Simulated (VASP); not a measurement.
# ZnCu2SnS4: a series over U

Aim: follow the moments and the gap of ZnCu2SnS4 as U grows. The start is a cell from a database of measured crystal structures.

Program: VASP 6.6.1. Level of theory: r2SCAN, spin-polarised from a ferromagnetic start; plane waves and PAW (Sn, Zn, Cu, S), in the first sound run; inputs show where later runs differ. Results are calculated unless marked as measured.

Report form: the programs' logs are mostly left out.

### 1. Starting point

It takes space group I-4 (No. 82, tetragonal). Conventional cell: a = 5.434 Å, b = 5.434 Å, c = 10.850 Å, α = 90.00°, β = 90.00°, γ = 90.00°. Nearest to Sn lie 4 S at 2.41 Å. Nearest to Zn lie 4 S at 2.33 Å. Nearest to Cu lie 4 S at 2.33 Å. Nearest to S lie 1 Zn at 2.33 Å and 2 Cu at 2.33 Å and 1 Sn at 2.41 Å. Farther neighbours and most contacts between anions are not listed.

As a file:

```xyz
8
Lattice="-2.7171 2.7171 5.4248 2.7171 -2.7171 5.4248 2.7171 2.7171 -5.4248" Properties=species:S:1:pos:R:3 pbc="T T T"
Sn    0.0000    0.0000    5.4248
Zn    2.7171    0.0000    2.7124
Cu    0.0000    2.7171    2.7124
Cu    0.0000    0.0000    0.0000
S     1.3944    1.3922    4.0338
S    -1.3922    1.3944    6.8158
S     1.3227    1.3249   -1.3910
S     4.1093    1.3227    1.3910
```

### 2. Series over U, start order fm, U 0

U penalises partly filled orbitals; repeating the run over U shows how far moments and gap depend on it.

Contents of INCAR:

```
SYSTEM = ZnCu2SnS4
PREC = Normal
ENCUT = 360
EDIFF = 1E-06
NELM = 150
ISMEAR = 0
SIGMA = 0.05
LREAL = .FALSE.
ALGO = Normal
METAGGA = R2SCAN
LASPH = .TRUE.
NBANDS = 40
ISPIN = 2
MAGMOM = 0 0 0.6 0.6 0 0 0 0
LMAXMIX = 4
LORBIT = 11
LWAVE = .FALSE.
LCHARG = .FALSE.
AMIX = 0.2
BMIX = 1E-04
AMIX_MAG = 0.8
BMIX_MAG = 1E-04
NEDOS = 1200
```

Contents of POSCAR:

```
ZnCu2SnS4
1.0
   -2.7171000000      2.7171000000      5.4248000000
    2.7171000000     -2.7171000000      5.4248000000
    2.7171000000      2.7171000000     -5.4248000000
Sn Zn Cu S
1 1 2 4
Direct
    0.5000000000      0.5000000000      0.0000000000
    0.2500000000      0.7500000000      0.5000000000
    0.7500000000      0.2500000000      0.5000000000
    0.0000000000      0.0000000000      0.0000000000
    0.6279900000      0.6283900000      0.5128000000
    0.8848100000      0.3720100000      0.0004000000
    0.1155900000      0.1151900000      0.4872000000
    0.3716100000      0.8844100000      0.9996000000
```

Contents of KPOINTS:

```
Automatic mesh
0
Gamma
5 5 5
0 0 0
```

Potentials, in the order of the species: Sn, Zn, Cu and S (PBE family, release 64).

The run is started by

```console
$ mpirun -np 1 vasp_std
```

It took 2.7 min on 1 MPI rank of Intel Xeon 6975P-C (Granite Rapids), shared host; peak memory 0.29 GiB.

The gap is read on the k-mesh alone, so it is an upper bound where the band edges lie off the mesh. The PAW data sets were made with PBE, which is usual practice but a small mismatch for other functionals. The data set Sn keeps the semicore shell frozen, which is cheaper and a little less accurate.

Numbers from this step:

* electronic cycles: 17
* electrons: 62
* free energy (TOTEN): -91.9118 eV
* Fermi energy: 4.483 eV
* labelled metallic, from the levels on this mesh: no
* gap on the k-mesh: 0.6202 eV
* least direct gap on the k-mesh: 0.6202 eV

The spin moment in the PAW sphere vanishes on all atoms.

Force by atom:

```csv
atom,x (eV/Å),y (eV/Å),z (eV/Å),size
Sn1,0.000,0.000,0.000,0.000
Zn2,0.000,0.000,0.000,0.000
Cu3,0.000,0.000,0.000,0.000
Cu4,0.000,0.000,0.000,0.000
S5,0.096,0.422,-0.139,0.455
S6,-0.422,0.096,0.139,0.455
S7,-0.096,-0.422,-0.139,0.455
S8,0.422,-0.096,0.139,0.455
```

Energy at zero smearing: -91.91183 eV.

### 3. Series over U, start order AFM, U 0

This step: r2SCAN, spin-polarised from an antiferromagnetic start; plane waves and PAW (Sn, Zn, Cu, S) (VASP 6.6.1).

Edit INCAR of step 2 so:

```diff
@@ -13,3 +13,3 @@
 ISPIN = 2
-MAGMOM = 0 0 0.6 0.6 0 0 0 0
+MAGMOM = 0 0 0.6 -0.6 0 0 0 0
 LMAXMIX = 4
```

POSCAR is that of step 2.

KPOINTS is that of step 2.

The run is started by

```console
$ mpirun -np 1 vasp_std
```

The job ended after 2.8 min (1 MPI rank; peak memory 0.29 GiB).

Numbers from this step:

- electronic cycles: 18
- gap on the k-mesh: 0.6207 eV
- least direct gap on the k-mesh: 0.6207 eV

Force by atom:

```csv
atom,x (eV/Å),y (eV/Å),z (eV/Å),size
Sn1,0.000,0.000,0.000,0.000
Zn2,0.000,0.000,0.000,0.000
Cu3,0.000,0.000,0.000,0.000
Cu4,0.000,0.000,0.000,0.000
S5,0.096,0.422,-0.140,0.455
S6,-0.422,0.096,0.140,0.455
S7,-0.096,-0.422,-0.140,0.455
S8,0.422,-0.096,0.140,0.455
```

Energy at zero smearing: -91.91182 eV.

The run ends at a pressure of -0.37 GPa, with forces up to 0.46 eV/Å.

### 4. Series over U, start order fm, U 3

This step: r2SCAN, DFT+U (Cu d 3 eV), spin-polarised from a ferromagnetic start; plane waves and PAW (Sn, Zn, Cu, S) (VASP 6.6.1).

Edit INCAR of step 3 so:

```diff
@@ -13,3 +13,9 @@
 ISPIN = 2
-MAGMOM = 0 0 0.6 -0.6 0 0 0 0
+MAGMOM = 0 0 0.6 0.6 0 0 0 0
+LDAU = .TRUE.
+LDAUTYPE = 2
+LDAUL = -1 -1 2 -1
+LDAUU = 0 0 3 0
+LDAUJ = 0 0 0 0
+LDAUPRINT = 1
 LMAXMIX = 4
```

POSCAR is that of step 3.

KPOINTS is that of step 3.

The run is started by

```console
$ mpirun -np 1 vasp_std
```

Run time: 2.9 min. Hardware: 1 MPI rank; peak memory 0.3 GiB.

Energy at zero smearing: -90.12573 eV.

The run ends at a pressure of -0.34 GPa, with forces up to 0.33 eV/Å.

### 5. Series over U, start order AFM, U 3

This step: r2SCAN, DFT+U (Cu d 3 eV), spin-polarised from an antiferromagnetic start; plane waves and PAW (Sn, Zn, Cu, S) (VASP 6.6.1).

Edit INCAR of step 4 so:

```diff
@@ -13,3 +13,3 @@
 ISPIN = 2
-MAGMOM = 0 0 0.6 0.6 0 0 0 0
+MAGMOM = 0 0 0.6 -0.6 0 0 0 0
 LDAU = .TRUE.
```

POSCAR is that of step 4.

KPOINTS is that of step 4.

The run is started by

```console
$ mpirun -np 1 vasp_std
```

Run time: 2.7 min. Hardware: 1 MPI rank; peak memory 0.29 GiB.

Energy at zero smearing: -90.12573 eV.

The run ends at a pressure of -0.38 GPa, with forces up to 0.33 eV/Å.

### 6. Series over U, start order fm, U 5

This step: r2SCAN, DFT+U (Cu d 5 eV), spin-polarised from a ferromagnetic start; plane waves and PAW (Sn, Zn, Cu, S) (VASP 6.6.1).

Edit INCAR of step 5 so:

```diff
@@ -13,3 +13,3 @@
 ISPIN = 2
-MAGMOM = 0 0 0.6 -0.6 0 0 0 0
+MAGMOM = 0 0 0.6 0.6 0 0 0 0
 LDAU = .TRUE.
@@ -17,3 +17,3 @@
 LDAUL = -1 -1 2 -1
-LDAUU = 0 0 3 0
+LDAUU = 0 0 5 0
 LDAUJ = 0 0 0 0
```

POSCAR is that of step 5.

KPOINTS is that of step 5.

The run is started by

```console
$ mpirun -np 1 vasp_std
```

It took 2.8 min on 1 MPI rank; peak memory 0.29 GiB.

The density of states has structure finer than the step of the table below, so its rows give means over 1 eV, whole bins alone (the curve runs from -12.0 to 8.32 eV). Peaks (eV: height): total -7.0: 33.5, -3.7: 25.3, -3.3: 15.8, -2.3: 21.4; Sn s -7.9: 4.16, -6.7: 0.529, 2.1: 1.39; Sn p -4.3: 0.844, 3.6: 0.759, 4.0: 1.56, 4.4: 0.817; Zn s -5.7: 0.871, 3.9: 0.514, 4.4: 0.394, 5.0: 0.426; Zn p -3.3: 0.354, -3.1: 0.445, 6.1: 0.329, 6.5: 0.348.

Means over bins of 0.081 eV. Table of density of states by energy, zero at the valence-band top; means over each step; 7 of 11 lines; values in states/eV/cell:

```csv
energy (eV),total,Sn s,Sn p,Zn s,Zn p,Zn d,Cu s
-9,0,0,0,0,0,0,0
-8,2.00,0.723,7.1e-4,0.0186,0.0109,0.336,0.00893
-7,9.94,0.133,0.0488,0.0102,0.00604,8.58,0.0263
-6,1.90,0.0112,0.108,0.256,0.00487,0.0845,0.0374
-5,4.31,0.00997,0.390,0.0672,0.0476,0.144,0.235
-4,9.81,0.00850,0.519,0.0318,0.0674,0.144,0.167
-3,6.17,0.0165,0.103,0.00393,0.160,0.316,0.0467
-2,11.3,0.0473,0.159,0.0293,0.0584,0.0574,0.0370
-1,7.06,0.0226,0.0977,0.0255,0.0663,0.0699,0.0304
0,1.53,0.00198,0.0137,0.00143,0.00990,0.0258,0.00107
1,0.0160,0.00258,0,5.8e-4,0,3.2e-5,1.0e-3
2,1.98,0.445,0.0119,0.0105,0.0109,0.0139,0.0140
3,1.27,0.00164,0.188,0.0412,0.0272,0.0133,0.0150
4,4.49,0.0227,0.724,0.255,0.0669,0.0316,0.124
5,3.06,0.0192,0.328,0.147,0.0565,0.0267,0.156
6,5.20,0.0144,0.290,0.0864,0.207,0.0514,0.441
7,1.98,0.00223,0.148,0.0112,0.0979,0.0213,0.0611
```

The density of states holds every band computed, so its fall toward the upper end of the range is no gap.

Energy at zero smearing: -89.07902 eV.

### 7. Series over U, start order AFM, U 5

This step: r2SCAN, DFT+U (Cu d 5 eV), spin-polarised from an antiferromagnetic start; plane waves and PAW (Sn, Zn, Cu, S) (VASP 6.6.1).

Edit INCAR of step 6 so:

```diff
@@ -13,3 +13,3 @@
 ISPIN = 2
-MAGMOM = 0 0 0.6 0.6 0 0 0 0
+MAGMOM = 0 0 0.6 -0.6 0 0 0 0
 LDAU = .TRUE.
```

POSCAR is that of step 6.

KPOINTS is that of step 6.

The run is started by

```console
$ mpirun -np 1 vasp_std
```

It took 2.7 min on 1 MPI rank; peak memory 0.3 GiB.

Energy at zero smearing: -89.07902 eV.

The run ends at a pressure of -0.42 GPa, with forces up to 0.27 eV/Å.

### 8. Series over U, start order fm, U 6

This step: r2SCAN, DFT+U (Cu d 6 eV), spin-polarised from a ferromagnetic start; plane waves and PAW (Sn, Zn, Cu, S) (VASP 6.6.1).

Edit INCAR of step 7 so:

```diff
@@ -13,8 +13,8 @@
 ISPIN = 2
-MAGMOM = 0 0 0.6 -0.6 0 0 0 0
+MAGMOM = 0 0 0.6 0.6 0 0 0 0
 LDAU = .TRUE.
-LDAUTYPE = 2
+LDAUTYPE = 4
 LDAUL = -1 -1 2 -1
-LDAUU = 0 0 5 0
-LDAUJ = 0 0 0 0
+LDAUU = 0 0 6 0
+LDAUJ = 0 0 0.5 0
 LDAUPRINT = 1
```

POSCAR is that of step 7.

KPOINTS is that of step 7.

The run is started by

```console
$ mpirun -np 1 vasp_std
```

The job ended after 2.8 min (1 MPI rank; peak memory 0.29 GiB).

Energy at zero smearing: -88.83525 eV.

The run ends at a pressure of -0.32 GPa, with forces up to 0.25 eV/Å.

### 9. Series over U, start order AFM, U 6

This step: r2SCAN, DFT+U (Cu d 6 eV), spin-polarised from an antiferromagnetic start; plane waves and PAW (Sn, Zn, Cu, S) (VASP 6.6.1).

Edit INCAR of step 8 so:

```diff
@@ -13,3 +13,3 @@
 ISPIN = 2
-MAGMOM = 0 0 0.6 0.6 0 0 0 0
+MAGMOM = 0 0 0.6 -0.6 0 0 0 0
 LDAU = .TRUE.
```

POSCAR is that of step 8.

KPOINTS is that of step 8.

The run is started by

```console
$ mpirun -np 1 vasp_std
```

Wall time 2.8 min (1 MPI rank); peak memory 0.29 GiB.

The density of states has structure finer than the step of the table below, so its rows give means over 1 eV, whole bins alone (the curve runs from -12.0 to 8.33 eV). Peaks (eV: height): total -7.0: 31.2, -3.7: 23.5, -3.1: 15.1, -2.4: 20.6; Sn s -7.8: 3.98, -6.7: 0.518, 2.2: 1.46, 2.4: 0.691; Sn p -4.2: 0.81, 3.7: 0.902, 4.0: 1.53, 4.4: 0.790; Zn s -5.6: 0.807, 3.7: 0.491, 4.0: 0.409, 4.4: 0.475; Zn p -3.1: 0.442, 6.1: 0.359, 6.5: 0.356, 6.7: 0.331.

Means over bins of 0.081 eV. Density of states against energy, zero at the valence-band top; means over each step; 7 of 11 lines; values in states/eV/cell:

```csv
energy (eV),total,Sn s,Sn p,Zn s,Zn p,Zn d,Cu s
-9,0,0,0,0,0,0,0
-8,2.00,0.726,6.8e-4,0.0187,0.0110,0.337,0.00894
-7,9.89,0.127,0.0485,0.00994,0.00603,8.54,0.0254
-6,1.79,0.0166,0.0971,0.236,0.00402,0.130,0.0299
-5,4.30,0.0103,0.384,0.0853,0.0466,0.139,0.227
-4,10.0,0.00834,0.520,0.0330,0.0648,0.146,0.175
-3,6.49,0.0189,0.106,0.00478,0.155,0.308,0.0490
-2,11.2,0.0464,0.176,0.0314,0.0662,0.0668,0.0411
-1,6.83,0.0213,0.0956,0.0241,0.0678,0.0728,0.0302
0,1.50,0.00189,0.0135,0.00137,0.00999,0.0264,0.00103
1,0.0160,0.00261,0,5.5e-4,0,4.9e-5,9.9e-4
2,1.95,0.439,0.0119,0.0102,0.0106,0.0137,0.0138
3,1.16,0.00846,0.168,0.0311,0.0246,0.0125,0.0119
4,4.50,0.0224,0.723,0.263,0.0674,0.0317,0.120
5,2.98,0.0183,0.343,0.145,0.0526,0.0253,0.137
6,5.19,0.0152,0.285,0.0899,0.201,0.0517,0.453
7,2.22,0.00264,0.161,0.0128,0.113,0.0238,0.0707
```

The density of states holds every band computed, so its fall toward the upper end of the range is no gap.

Energy at zero smearing: -88.83525 eV.

### 10. Series over U, start order fm, U 8

This step: r2SCAN, DFT+U (Cu d 8 eV), spin-polarised from a ferromagnetic start; plane waves and PAW (Sn, Zn, Cu, S) (VASP 6.6.1).

Edit INCAR of step 9 so:

```diff
@@ -13,8 +13,8 @@
 ISPIN = 2
-MAGMOM = 0 0 0.6 -0.6 0 0 0 0
+MAGMOM = 0 0 0.6 0.6 0 0 0 0
 LDAU = .TRUE.
-LDAUTYPE = 4
+LDAUTYPE = 2
 LDAUL = -1 -1 2 -1
-LDAUU = 0 0 6 0
-LDAUJ = 0 0 0.5 0
+LDAUU = 0 0 8 0
+LDAUJ = 0 0 0 0
 LDAUPRINT = 1
```

POSCAR is that of step 9.

KPOINTS is that of step 9.

The run is started by

```console
$ mpirun -np 1 vasp_std
```

Wall time 2.8 min (1 MPI rank); peak memory 0.29 GiB.

Energy at zero smearing: -87.72429 eV.

The run ends at a pressure of -0.31 GPa, with forces up to 0.18 eV/Å.

### 11. Series over U, start order AFM, U 8

This step: r2SCAN, DFT+U (Cu d 8 eV), spin-polarised from an antiferromagnetic start; plane waves and PAW (Sn, Zn, Cu, S) (VASP 6.6.1).

Edit INCAR of step 10 so:

```diff
@@ -13,3 +13,3 @@
 ISPIN = 2
-MAGMOM = 0 0 0.6 0.6 0 0 0 0
+MAGMOM = 0 0 0.6 -0.6 0 0 0 0
 LDAU = .TRUE.
```

POSCAR is that of step 10.

KPOINTS is that of step 10.

The run is started by

```console
$ mpirun -np 1 vasp_std
```

Elapsed: 2.8 min, on 1 MPI rank; peak memory 0.29 GiB.

Energy at zero smearing: -87.72429 eV.

The run ends at a pressure of -0.30 GPa, with forces up to 0.18 eV/Å.

### 12. Summary

This step: DFT+U series, r2SCAN; plane waves and PAW (VASP 6.6.1).

Derived from the runs above.

Energies at different U are not comparable. U series, by row:

```csv
U (eV),J (eV),LDAUTYPE,start,energy (eV/atom),mean moment (μB),gap on the mesh (eV),pressure (GPa)
0,0,-,fm,-11.49,0,0.6202,-0.4469
0,0,-,afm,-11.49,0,0.6207,-0.3687
3,0,2,fm,-11.27,0,0.9155,-0.3403
3,0,2,afm,-11.27,0,0.9153,-0.3793
5,0,2,fm,-11.13,0,1.107,-0.3067
5,0,2,afm,-11.13,0,1.106,-0.4174
6,0.5,4,fm,-11.1,0,1.153,-0.3155
6,0.5,4,afm,-11.1,0,1.153,-0.3395
8,0,2,fm,-10.97,0,1.372,-0.3119
8,0,2,afm,-10.97,0,1.372,-0.2988
```

### 13. Results

- U = 0 eV, J = 0 eV, fm start: mean size of the moments 0.00 μB
- U = 0 eV, J = 0 eV, afm start: mean size of the moments 0.00 μB
- U = 3 eV, J = 0 eV, fm start: mean size of the moments 0.00 μB
- U = 3 eV, J = 0 eV, afm start: mean size of the moments 0.00 μB
- U = 5 eV, J = 0 eV, fm start: mean size of the moments 0.00 μB
- U = 5 eV, J = 0 eV, afm start: mean size of the moments 0.00 μB
- U = 6 eV, J = 0.5 eV, fm start: mean size of the moments 0.00 μB
- U = 6 eV, J = 0.5 eV, afm start: mean size of the moments 0.00 μB
- U = 8 eV, J = 0 eV, fm start: mean size of the moments 0.00 μB
- U = 8 eV, J = 0 eV, afm start: mean size of the moments 0.00 μB

For the ferromagnetic start without J, from U = 0 to 8 eV the mean moment goes from 0.00 to 0.00 μB, the gap on the mesh from 0.62 to 1.37 eV, and the pressure goes from -0.4 to -0.3 GPa. A jump between neighbouring rows can also mean that the runs ended in different spin or orbital states. U acts inside the PAW spheres, so the same number means something else in a code with other projectors.

[Lines on the potential files, build, host, timing and source positions are cut from VASP's logs without a mark.]

[Logs are printed without paths, hosts, clocks, repeated set-up lines and the standing remarks that a program may print on its own settings, such as how far it seeks lower states.]

[Hosts, paths, dates, database ids (printed as entryN), source tags and the programs' standing remarks are cut or masked in the printed files.]

[In band tables of VASP the shares of atoms and orbitals are scaled to a sum of 1 inside the atoms' spheres.]

[Runs that stopped without an error message from VASP are left out.]
